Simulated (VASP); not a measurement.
OSZICAR of a VASP run on SrVO3 (space group Pm-3m):

File OSZICAR:
```
       N       E                     dE             d eps       ncg     rms          rms(c)
DAV:   1     0.397493360851E+03    0.39749E+03   -0.21008E+04  1688   0.148E+03
DAV:   2    -0.248784192058E+02   -0.42237E+03   -0.41801E+03  2224   0.445E+02
DAV:   3    -0.446760970805E+02   -0.19798E+02   -0.19644E+02  1792   0.110E+02
DAV:   4    -0.452851417036E+02   -0.60904E+00   -0.60671E+00  2976   0.166E+01
DAV:   5    -0.452921459952E+02   -0.70043E-02   -0.68631E-02  1968   0.119E+00    0.414E+01
DAV:   6    -0.347839227680E+02    0.10508E+02   -0.89853E+01  2168   0.773E+01    0.178E+01
DAV:   7    -0.343083521027E+02    0.47557E+00   -0.18980E+01  2024   0.386E+01    0.162E+01
DAV:   8    -0.340162166471E+02    0.29214E+00   -0.32126E+00  1960   0.166E+01    0.247E+00
DAV:   9    -0.339882213207E+02    0.27995E-01   -0.20782E-01  2192   0.415E+00    0.945E-01
DAV:  10    -0.339847802845E+02    0.34410E-02   -0.35827E-02  2056   0.185E+00    0.313E-01
DAV:  11    -0.339848371214E+02   -0.56837E-04   -0.29878E-03  2008   0.393E-01    0.142E-01
DAV:  12    -0.339848641560E+02   -0.27035E-04   -0.36514E-04  2032   0.139E-01    0.928E-02
DAV:  13    -0.339848321375E+02    0.32018E-04   -0.18686E-04  2008   0.137E-01    0.231E-02
DAV:  14    -0.339848341402E+02   -0.20027E-05   -0.15390E-05  2248   0.295E-02    0.188E-02
DAV:  15    -0.339848330470E+02    0.10932E-05   -0.47556E-06  1576   0.209E-02    0.357E-03
DAV:  16    -0.339848328114E+02    0.23559E-06   -0.41383E-07   888   0.461E-03
   1 F= -.33984833E+02 E0= -.33953567E+02  d E =-.625318E-01
```

Which electronic solver shows in the log?

It is blocked Davidson (ALGO = Normal, or the opening steps of other solvers). The INCAR had ALGO = Normal.

How was spin treated?

Without spin polarisation: there is no mag entry.

Can the final energy be trusted as converged?

The run converged. It stopped with EDIFF = 1E-6, NELM = 100 (PBE GGA + U (Dudarev), plane waves, VASP's PBE PAW potentials (set 64)).

The structure is a typed SrVO3 crystal (Pm-3m). The cell was not relaxed at this level. The run is one of a series of settings (LDAU = .TRUE., LDAUJ = 0 0 0, LDAUL = -1 2 -1, LDAUTYPE = 2, LDAUU = 0 5.0 0 against the base run), some of them coarse on purpose. The run is not spin-polarised, so no magnetic state was tried. The electron count is odd and the run is not spin-polarised, which forces a metal. A gapless solution with U can be a metastable orbital state.
